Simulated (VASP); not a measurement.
Computed with PBE GGA, VASP's PBE PAW potentials (set 64) (plane waves; VASP).

VASP ran on this input.

INCAR:
```
ALGO = Normal
EDIFF = 1E-6
EDIFFG = -0.02
ENCUT = 620
GGA = PE
IBRION = 2
ISIF = 3
ISMEAR = 0
LASPH = T
LCHARG = F
LMAXMIX = 4
LREAL = F
LWAVE = F
NELM = 100
NSW = 40
PREC = Accurate
PSTRESS = 200
SIGMA = 0.05
SYSTEM = GaN
```

**POSCAR**
```
GaN
1.0
  1.5814663053  -2.7391799524   0.0000000000
  1.5814663053   2.7391799524   0.0000000000
  0.0000000000   0.0000000000   5.1510999025
Ga N
2 2
Cart
  1.5814663053  -0.9130618103   2.5760537520
  1.5814663053   0.9130618103   0.0005038008
  1.5814663053  -0.9130618103   4.5170108137
  1.5814663053   0.9130618103   1.9414608625
```

**KPOINTS**
```
kpoints
0
Gamma
 8 8 5
0 0 0
```

POTCAR, in this order: Ga_d N (PBE.64 set). Program: vasp_std.

The resulting files:

File OSZICAR:
```
       N       E                     dE             d eps       ncg     rms          rms(c)
DAV:   1     0.298130724015E+03    0.29813E+03   -0.20660E+04  1404   0.342E+03
DAV:   2     0.108929429494E+02   -0.28724E+03   -0.27864E+03  1454   0.578E+02
DAV:   3    -0.266948656526E+02   -0.37588E+02   -0.37308E+02  1542   0.167E+02
DAV:   4    -0.283322781788E+02   -0.16374E+01   -0.16337E+01  1862   0.361E+01
DAV:   5    -0.283540928445E+02   -0.21815E-01   -0.21806E-01  1518   0.396E+00    0.110E+01
DAV:   6    -0.241362603610E+02    0.42178E+01   -0.15239E+01  2366   0.599E+01    0.305E+00
DAV:   7    -0.242806672495E+02   -0.14441E+00   -0.19917E+00  1428   0.126E+01    0.273E+00
DAV:   8    -0.242825146961E+02   -0.18474E-02   -0.31330E-01  2006   0.973E+00    0.918E-01
DAV:   9    -0.242560041969E+02    0.26510E-01   -0.13046E-01  2378   0.643E+00    0.325E-01
DAV:  10    -0.242570621468E+02   -0.10579E-02   -0.75038E-03  1504   0.959E-01    0.134E-01
DAV:  11    -0.242570365677E+02    0.25579E-04   -0.13136E-03  2008   0.749E-01    0.167E-02
DAV:  12    -0.242570512853E+02   -0.14718E-04   -0.15426E-04  1462   0.119E-01    0.123E-02
DAV:  13    -0.242570515318E+02   -0.24648E-06   -0.11510E-05  1836   0.649E-02    0.376E-03
DAV:  14    -0.242570519463E+02   -0.41444E-06   -0.76410E-06  1734   0.220E-02
   1 F= -.18686094E+02 E0= -.18686094E+02  d E =-.186861E+02
       N       E                     dE             d eps       ncg     rms          rms(c)
DAV:   1    -0.266573043869E+02   -0.24003E+01   -0.40375E+01  1640   0.144E+02    0.110E+01
DAV:   2    -0.243017377828E+02    0.23556E+01   -0.62819E+00  1814   0.778E+01    0.495E+00
DAV:   3    -0.237113116751E+02    0.59043E+00   -0.10358E+00  2126   0.199E+01    0.123E+00
DAV:   4    -0.236790675606E+02    0.32244E-01   -0.14319E-01  1492   0.409E+00    0.813E-01
DAV:   5    -0.236472593785E+02    0.31808E-01   -0.40302E-02  2304   0.263E+00    0.124E-01
DAV:   6    -0.236474071368E+02   -0.14776E-03   -0.86881E-03  1440   0.126E+00    0.987E-02
DAV:   7    -0.236474128044E+02   -0.56676E-05   -0.41900E-04  2020   0.176E-01    0.789E-02
DAV:   8    -0.236474903043E+02   -0.77500E-04   -0.11537E-04  1876   0.103E-01    0.661E-02
DAV:   9    -0.236474167896E+02    0.73515E-04   -0.14802E-04  2130   0.988E-02    0.209E-02
DAV:  10    -0.236474142902E+02    0.24994E-05   -0.15690E-05  1654   0.322E-02    0.130E-02
DAV:  11    -0.236474128136E+02    0.14766E-05   -0.17323E-06  1076   0.117E-02    0.102E-02
DAV:  12    -0.236474110490E+02    0.17646E-05   -0.67499E-06  1552   0.205E-02    0.359E-03
DAV:  13    -0.236474110417E+02    0.72641E-08   -0.96625E-07   938   0.828E-03
   2 F= -.18620296E+02 E0= -.18620296E+02  d E =0.657979E-01
       N       E                     dE             d eps       ncg     rms          rms(c)
DAV:   1    -0.250487287868E+02   -0.14013E+01   -0.15277E+01  1632   0.101E+02    0.599E+00
DAV:   2    -0.243392802188E+02    0.70945E+00   -0.17173E+00  1934   0.345E+01    0.301E+00
DAV:   3    -0.241051587079E+02    0.23412E+00   -0.53643E-01  2044   0.186E+01    0.551E-01
DAV:   4    -0.240989301579E+02    0.62285E-02   -0.81046E-02  1338   0.276E+00    0.531E-01
DAV:   5    -0.240945192293E+02    0.44109E-02   -0.35674E-03  2038   0.555E-01    0.434E-01
DAV:   6    -0.240873823704E+02    0.71369E-02   -0.89028E-03  1704   0.174E+00    0.666E-02
DAV:   7    -0.240873424049E+02    0.39966E-04   -0.73857E-04  1860   0.390E-01    0.439E-02
DAV:   8    -0.240873365552E+02    0.58497E-05   -0.13360E-04  2364   0.126E-01    0.147E-02
DAV:   9    -0.240873362411E+02    0.31411E-06   -0.12444E-05  2298   0.881E-02    0.555E-03
DAV:  10    -0.240873367837E+02   -0.54265E-06   -0.62719E-06  1438   0.259E-02
   3 F= -.18746780E+02 E0= -.18746780E+02  d E =-.606863E-01
```

OUTCAR:
```
------------------------ aborting loop because EDIFF is reached ----------------------------------------
  FORCE on cell =-STRESS in cart. coord.  units (eV):
  Direction    XX          YY          ZZ          XY          YZ          ZX
  --------------------------------------------------------------------------------------
  Total        5.2954620      5.2954619      5.3045555      0.0000000      0.0000000      0.0000000
  in kB      198.3112422    198.3112364    198.6517863      0.0000000      0.0000000      0.0000000
  external PRESSURE =      -1.5752450 kB  Pullay stress =     200.0000000 kB
  volume of cell :       42.78
      direct lattice vectors                 reciprocal lattice vectors
     1.559324519 -2.700829253  0.000000000     0.320651663 -0.185128327  0.000000000
     1.559324519  2.700829253  0.000000000     0.320651663  0.185128327  0.000000000
     0.000000000  0.000000000  5.079295422     0.000000000  0.000000000  0.196877700
  FREE ENERGIE OF THE ION-ELECTRON SYSTEM (eV)
  ---------------------------------------------------
  free  energy   TOTEN  =       -24.0873367837 eV

  energy  without entropy=      -24.0873367837  energy(sigma->0) =      -24.08733678
  enthalpy is  TOTEN    =       -18.7467802271 eV   P V=        5.3405565566

 reached required accuracy - stopping structural energy minimisation
```
(Selected blocks of OUTCAR.)

CONTCAR:
```
GaN
   1.00000000000000
     1.5593245189272185   -2.7008292528956686    0.0000000000000000
     1.5593245189272185    2.7008292528956686    0.0000000000000000
     0.0000000000000000    0.0000000000000000    5.0792954221873767
  Ga              N
     2     2
Direct
     0.6666669999999968    0.3333330000000032    0.5001391866702743
     0.3333330000000032    0.6666669999999968    0.0001391866702743
     0.6666669999999968    0.3333330000000032    0.8768608133297281
     0.3333330000000032    0.6666669999999968    0.3768608133297282
```

Energy and stress use the plane-wave basis of the starting cell.

The compound is GaN in the wurtzite structure. This run relaxes it under an external pressure of 20 GPa. Symmetry was kept, so distortions that lower it aren't found.
